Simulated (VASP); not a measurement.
Level of theory: r2SCAN+rVV10, VASP's PBE PAW potentials (set 64) (plane waves; VASP).

VASP ran on this input.

**POSCAR**
```
PtSe2
1
    1.8498826751    -3.2040910239     0.0000000000
    1.8498826751     3.2040910239     0.0000000000
    0.0000000000     0.0000000000     5.2082027888
Pt Se
1 2
Direct
  0.0000000000   0.0000000000   0.0000000000
  0.3333330000   0.6666670000   0.2466355333
  0.6666670000   0.3333330000   0.7533644667
```

INCAR:
```
# general
SYSTEM   = PtSe2
PREC     = Accurate
ENCUT    = 520
LREAL    = .False.   # projection in real space or not
LASPH    = .True.

# electronic loop
EDIFF    = 1E-7   # SCF stop (eV)
NELM     = 100   # most electronic steps
ALGO     = Normal   # blocked Davidson
LMAXMIX  = 6   # l cut-off of mixed one-centre charges
LMIXTAU  = .True.

# smearing
ISMEAR   = 1   # Methfessel-Paxton
SIGMA    = 0.1   # width (eV)

# functional
METAGGA  = R2SCAN
LUSE_VDW = .True.
BPARAM   = 11.95
CPARAM   = 0.0093

# ions
IBRION   = 2   # conjugate gradients
NSW      = 30   # most ionic steps
ISIF     = 4   # ions and shape, fixed volume
EDIFFG   = -0.01   # ionic stop

# output
LWAVE    = .False.
LCHARG   = .False.
```

File KPOINTS:
```
Automatic
0
gamma
 9 9 6
0 0 0
```

POTCAR, in this order: Pt Se (PBE.64 set). Program: vasp_std.

The run wrote:

OUTCAR:
```
 ion  position               nearest neighbor table
   1  0.000  0.000  0.000-   2 2.49   3 2.49   3 2.49   2 2.49   3 2.49   2 2.49
   2  0.333  0.667  0.247-   1 2.49   1 2.49   1 2.49
   3  0.667  0.333  0.753-   1 2.49   1 2.49   1 2.49
  LATTYP: Found a hexagonal cell.
 ALAT       =     3.6997655603
 C/A-ratio  =     1.4077115709
 Subroutine PRICEL returns:
 Original cell was already a primitive cell.
 Subroutine GETGRP returns: Found 12 space group operations
The static configuration has the point symmetry D_3d.
The dynamic configuration has the point symmetry D_3d.
 Subroutine INISYM returns: Found 12 space group operations
 Subroutine IBZKPT returns following result:
 Found     62 irreducible k-points:

 Following reciprocal coordinates:
            Coordinates               Weight
  0.000000  0.000000  0.000000      1.000000
  0.111111 -0.000000  0.000000      6.000000
  0.222222  0.000000  0.000000      6.000000
  0.333333 -0.000000  0.000000      6.000000
  0.444444  0.000000  0.000000      6.000000
  0.111111  0.111111  0.000000      6.000000
  0.222222  0.111111  0.000000     12.000000
  0.333333  0.111111  0.000000     12.000000
  0.444444  0.111111  0.000000      6.000000
  0.222222  0.222222  0.000000      6.000000
  0.333333  0.222222  0.000000     12.000000
  0.333333  0.333333  0.000000      2.000000
  0.000000  0.000000  0.166667      2.000000
  0.111111 -0.000000  0.166667      6.000000
 -0.000000  0.111111  0.166667      6.000000
  0.222222  0.000000  0.166667      6.000000
  0.000000  0.222222  0.166667      6.000000
  0.333333 -0.000000  0.166667      6.000000
 -0.000000  0.333333  0.166667      6.000000
  0.444444  0.000000  0.166667      6.000000
  0.000000  0.444444  0.166667      6.000000
  0.111111  0.111111  0.166667     12.000000
...
```

File OSZICAR:
```
...
DAV:   2    -0.819270142123E+02   -0.13074E+03   -0.12778E+03  2413   0.245E+02
DAV:   3    -0.870595382983E+02   -0.51325E+01   -0.51107E+01  2273   0.519E+01
DAV:   4    -0.870996811841E+02   -0.40143E-01   -0.40122E-01  2329   0.490E+00
DAV:   5    -0.871001346741E+02   -0.45349E-03   -0.45348E-03  2336   0.498E-01    0.141E+01
DAV:   6    -0.819722141304E+02    0.51279E+01   -0.84802E+00  1958   0.305E+01    0.950E+00
DAV:   7    -0.809199050856E+02    0.10523E+01   -0.14680E+00  1958   0.135E+01    0.447E+00
DAV:   8    -0.809436404134E+02   -0.23735E-01   -0.23417E-01  2112   0.365E+00    0.121E+00
DAV:   9    -0.809836381468E+02   -0.39998E-01   -0.63737E-02  1993   0.257E+00    0.205E-01
DAV:  10    -0.809894871056E+02   -0.58490E-02   -0.10086E-02  2049   0.985E-01    0.141E-01
DAV:  11    -0.809894681058E+02    0.19000E-04   -0.14864E-03  2091   0.465E-01    0.109E-01
DAV:  12    -0.809892807797E+02    0.18733E-03   -0.18260E-03  1902   0.526E-01    0.638E-02
DAV:  13    -0.809903460482E+02   -0.10653E-02   -0.38091E-04  1909   0.255E-01    0.175E-02
DAV:  14    -0.809903593251E+02   -0.13277E-04   -0.59518E-05  2203   0.606E-02    0.133E-02
DAV:  15    -0.809904001361E+02   -0.40811E-04   -0.16189E-05  1923   0.453E-02    0.406E-03
DAV:  16    -0.809904003389E+02   -0.20280E-06   -0.89938E-07  2336   0.893E-03    0.275E-03
DAV:  17    -0.809904031363E+02   -0.27974E-05   -0.13889E-06  1895   0.129E-02    0.125E-03
DAV:  18    -0.809904028064E+02    0.32993E-06   -0.65116E-08  1315   0.295E-03    0.349E-04
DAV:  19    -0.809904029825E+02   -0.17611E-06   -0.18619E-08   986   0.135E-03    0.142E-04
DAV:  20    -0.809904028605E+02    0.12201E-06   -0.91834E-09   986   0.992E-04    0.140E-04
DAV:  21    -0.809904029119E+02   -0.51420E-07   -0.21007E-09   972   0.432E-04
   1 F= -.80990403E+02 E0= -.80990666E+02  d E =-.809904E+02
       N       E                     dE             d eps       ncg     rms          rms(c)
DAV:   1    -0.809992455638E+02   -0.88427E-02   -0.99990E-01  1860   0.634E+00    0.491E-01
DAV:   2    -0.810024802340E+02   -0.32347E-02   -0.33593E-02  2119   0.129E+00    0.236E-01
DAV:   3    -0.810023045123E+02    0.17572E-03   -0.18936E-03  2168   0.351E-01    0.107E-01
DAV:   4    -0.810023106774E+02   -0.61651E-05   -0.93573E-04  1951   0.256E-01    0.489E-02
DAV:   5    -0.810025598103E+02   -0.24913E-03   -0.24870E-04  2000   0.144E-01    0.208E-02
DAV:   6    -0.810025642074E+02   -0.43971E-05   -0.15802E-05  2224   0.340E-02    0.716E-03
DAV:   7    -0.810025667700E+02   -0.25626E-05   -0.49278E-06  1979   0.188E-02    0.151E-03
DAV:   8    -0.810025676597E+02   -0.88971E-06   -0.11960E-06  1972   0.930E-03    0.109E-03
DAV:   9    -0.810025678376E+02   -0.17782E-06   -0.17329E-07  1490   0.421E-03    0.464E-04
DAV:  10    -0.810025678374E+02    0.11983E-09   -0.32156E-08   972   0.184E-03
   2 F= -.81002568E+02 E0= -.81002840E+02  d E =-.121649E-01
       N       E                     dE             d eps       ncg     rms          rms(c)
DAV:   1    -0.810021675122E+02    0.40033E-03   -0.11196E+00  1860   0.671E+00    0.494E-01
DAV:   2    -0.810059441449E+02   -0.37766E-02   -0.38032E-02  2147   0.135E+00    0.233E-01
DAV:   3    -0.810057617419E+02    0.18240E-03   -0.20294E-03  2147   0.364E-01    0.105E-01
DAV:   4    -0.810058192104E+02   -0.57469E-04   -0.94656E-04  1958   0.264E-01    0.568E-02
DAV:   5    -0.810060308062E+02   -0.21160E-03   -0.19089E-04  2028   0.129E-01    0.244E-02
DAV:   6    -0.810060295358E+02    0.12704E-05   -0.22525E-05  2238   0.380E-02    0.684E-03
DAV:   7    -0.810060336687E+02   -0.41329E-05   -0.63688E-06  1944   0.211E-02    0.159E-03
DAV:   8    -0.810060345452E+02   -0.87644E-06   -0.11928E-06  1965   0.933E-03    0.114E-03
DAV:   9    -0.810060347621E+02   -0.21690E-06   -0.20517E-07  1486   0.444E-03    0.444E-04
DAV:  10    -0.810060347587E+02    0.33917E-08   -0.50752E-08  1028   0.232E-03
   3 F= -.81006035E+02 E0= -.81006306E+02  d E =-.156318E-01
       N       E                     dE             d eps       ncg     rms          rms(c)
DAV:   1    -0.810060443029E+02   -0.95408E-05   -0.15733E-02  1860   0.799E-01    0.578E-02
DAV:   2    -0.810061042674E+02   -0.59965E-04   -0.53495E-04  2168   0.160E-01    0.267E-02
DAV:   3    -0.810061044274E+02   -0.16002E-06   -0.27404E-05  2119   0.426E-02    0.119E-02
DAV:   4    -0.810061060209E+02   -0.15935E-05   -0.12188E-05  1972   0.302E-02    0.640E-03
DAV:   5    -0.810061092567E+02   -0.32357E-05   -0.25201E-06  2021   0.149E-02    0.269E-03
DAV:   6    -0.810061093016E+02   -0.44897E-07   -0.27983E-07  1818   0.429E-03
   4 F= -.81006109E+02 E0= -.81006382E+02  d E =-.157064E-01
       N       E                     dE             d eps       ncg     rms          rms(c)
DAV:   1    -0.810106664623E+02   -0.45572E-02   -0.23387E-01  1923   0.354E+00    0.315E-01
DAV:   2    -0.810076828273E+02    0.29836E-02   -0.86235E-03  2014   0.797E-01    0.158E-01
DAV:   3    -0.810076672225E+02    0.15605E-04   -0.16226E-03  2203   0.357E-01    0.844E-02
DAV:   4    -0.810076191441E+02    0.48078E-04   -0.42294E-04  2119   0.166E-01    0.362E-02
DAV:   5    -0.810076333195E+02   -0.14175E-04   -0.59678E-05  2182   0.635E-02    0.160E-02
DAV:   6    -0.810076296927E+02    0.36268E-05   -0.31090E-05  2014   0.486E-02    0.615E-03
DAV:   7    -0.810076448006E+02   -0.15108E-04   -0.11350E-05  1944   0.306E-02    0.233E-03
DAV:   8    -0.810076447716E+02    0.28966E-07   -0.90239E-07  1972   0.107E-02
   5 F= -.81007645E+02 E0= -.81007889E+02  d E =-.153547E-02
       N       E                     dE             d eps       ncg     rms          rms(c)
DAV:   1    -0.810123995365E+02   -0.47547E-02   -0.34116E-01  1916   0.427E+00    0.380E-01
DAV:   2    -0.810080721285E+02    0.43274E-02   -0.12490E-02  2007   0.956E-01    0.191E-01
DAV:   3    -0.810080552882E+02    0.16840E-04   -0.23858E-03  2189   0.434E-01    0.102E-01
DAV:   4    -0.810079849570E+02    0.70331E-04   -0.62987E-04  2147   0.203E-01    0.441E-02
DAV:   5    -0.810080039666E+02   -0.19010E-04   -0.84504E-05  2147   0.754E-02    0.195E-02
DAV:   6    -0.810079988926E+02    0.50741E-05   -0.44711E-05  2014   0.580E-02    0.730E-03
DAV:   7    -0.810080199038E+02   -0.21011E-04   -0.16323E-05  1944   0.364E-02    0.283E-03
DAV:   8    -0.810080200312E+02   -0.12740E-06   -0.12407E-06  2000   0.125E-02    0.955E-04
DAV:   9    -0.810080210479E+02   -0.10167E-05   -0.31861E-07  1938   0.628E-03    0.484E-04
DAV:  10    -0.810080207438E+02    0.30405E-06   -0.72805E-08  1336   0.272E-03    0.169E-04
DAV:  11    -0.810080209578E+02   -0.21402E-06   -0.10120E-08   937   0.106E-03    0.571E-05
DAV:  12    -0.810080208384E+02    0.11947E-06   -0.27228E-09   951   0.553E-04    0.300E-05
DAV:  13    -0.810080208734E+02   -0.34994E-07   -0.26268E-10   944   0.150E-04
   6 F= -.81008021E+02 E0= -.81008213E+02  d E =-.191157E-02
       N       E                     dE             d eps       ncg     rms          rms(c)
DAV:   1    -0.810083872730E+02   -0.36643E-03   -0.23787E-02  1916   0.113E+00    0.101E-01
DAV:   2    -0.810080834021E+02    0.30387E-03   -0.88768E-04  2000   0.256E-01    0.508E-02
DAV:   3    -0.810080813481E+02    0.20539E-05   -0.16550E-04  2175   0.115E-01    0.270E-02
DAV:   4    -0.810080780908E+02    0.32573E-05   -0.44850E-05  2140   0.540E-02    0.116E-02
DAV:   5    -0.810080784748E+02   -0.38392E-06   -0.60639E-06  2154   0.201E-02    0.512E-03
DAV:   6    -0.810080792662E+02   -0.79139E-06   -0.32194E-06  2014   0.155E-02    0.196E-03
DAV:   7    -0.810080798481E+02   -0.58196E-06   -0.11624E-06  1944   0.969E-03    0.738E-04
DAV:   8    -0.810080802352E+02   -0.38713E-06   -0.84593E-08  1399   0.327E-03    0.250E-04
DAV:   9    -0.810080800542E+02    0.18102E-06   -0.22056E-08   951   0.157E-03    0.128E-04
DAV:  10    -0.810080801459E+02   -0.91689E-07   -0.42371E-09   951   0.615E-04
   7 F= -.81008080E+02 E0= -.81008287E+02  d E =-.197084E-02
```

OUTCAR:
```
------------------------ aborting loop because EDIFF is reached ----------------------------------------
  FORCE on cell =-STRESS in cart. coord.  units (eV):
  Direction    XX          YY          ZZ          XY          YZ          ZX
  --------------------------------------------------------------------------------------
  Total        0.3484944      0.3484945      0.3478725      0.0000000      0.0000000      0.0000000
  in kB        9.0435615      9.0435631      9.0274236      0.0000000      0.0000000      0.0000000
  external PRESSURE =       9.0381828 kB  Pullay stress =       0.0000000 kB
  volume of cell :       61.74
      direct lattice vectors                 reciprocal lattice vectors
     1.868339117 -3.236058562 -0.000000000     0.267617370 -0.154508947  0.000000000
     1.868339117  3.236058562 -0.000000000     0.267617370  0.154508947 -0.000000000
    -0.000000000  0.000000000  5.105812207     0.000000000  0.000000000  0.195855225
 POSITION                                       TOTAL-FORCE (eV/Angst)
 -----------------------------------------------------------------------------------
      0.00000     -0.00000      0.00000         0.000000     -0.000000      0.000000
      1.86834      1.07869      1.29399         0.000000      0.000000      0.004666
      1.86834     -1.07869      3.81182        -0.000000     -0.000000     -0.004666
 -----------------------------------------------------------------------------------
    total drift:                                0.000000      0.000000      0.000000
  FREE ENERGIE OF THE ION-ELECTRON SYSTEM (eV)
  ---------------------------------------------------
  free  energy   TOTEN  =       -81.0080801459 eV

  energy  without entropy=      -81.0087002549  energy(sigma->0) =      -81.00828685

 reached required accuracy - stopping structural energy minimisation
```
(Selected blocks of OUTCAR.)

CONTCAR:
```
PtSe2
   1.00000000000000
     1.8683391165848555   -3.2360585621364217   -0.0000000000000000
     1.8683391165848555    3.2360585621364217   -0.0000000000000000
    -0.0000000000000000    0.0000000000000000    5.1058122067055995
  Pt              Se
     1     2
Direct
     0.0000000000000000    0.0000000000000000    0.0000000000000000
     0.3333330000000032    0.6666669999999968    0.2534353837967342
     0.6666669999999968    0.3333330000000032    0.7465646162032658
```

**OUTCAR**
```
 val. band max:        6.1718397201   @ k =  -0.0000   0.1111   0.1667

 cond. band min:       6.2434190023   @ k =  -0.0000   0.3333   0.3333


 Fermi energy:         6.2007527947

 k-point     1 :       0.0000    0.0000    0.0000
  band No.  band energies     occupation
      1     -10.0473      2.00000
      2      -7.2360      2.00000
      3      -1.2577      2.00000
      4      -0.4401      2.00000
      5      -0.4401      2.00000
      6       1.9713      2.00000
      7       1.9713      2.00000
      8       3.3560      2.00000
      9       4.9860      2.00000
     10       4.9860      2.00000
     11       6.5062     -0.00014
     12       7.5524     -0.00000
     13       7.5524     -0.00000
     14      10.1466      0.00000
     15      10.7018      0.00000

 k-point     2 :       0.1111   -0.0000    0.0000
  band No.  band energies     occupation
      1      -9.9069      2.00000
      2      -7.2942      2.00000
      3      -1.0883      2.00000
      4      -0.3506      2.00000
      5      -0.3437      2.00000
      6       1.7861      2.00000
      7       1.8755      2.00000
      8       3.1012      2.00000
      9       4.5149      2.00000
     10       4.8474      2.00000
     11       6.0328      2.03888
     12       7.4986     -0.00000
     13       7.6011     -0.00000
     14      10.9925      0.00000
     15      11.4366      0.00000

 k-point     3 :       0.2222    0.0000    0.0000
  band No.  band energies     occupation
      1      -9.5121      2.00000
      2      -7.4488      2.00000
      3      -0.6401      2.00000
      4      -0.1238      2.00000
      5      -0.0527      2.00000
      6       1.0293      2.00000
      7       1.7138      2.00000
      8       2.5914      2.00000
      9       3.9708      2.00000
     10       4.3739      2.00000
     11       5.0007      2.00000
     12       7.5470     -0.00000
     13       7.8393     -0.00000
     14      11.3947      0.00000
     15      12.6267      0.00000
...
```

Unless said otherwise, spin-orbit coupling is left out, though it shifts the bands of the heavy elements here.

The compound is PtSe2 in the 1T layered structure. This cell is one point of a volume scan, at 0.97 of the reference volume. Symmetry was kept, so distortions that lower it aren't found.
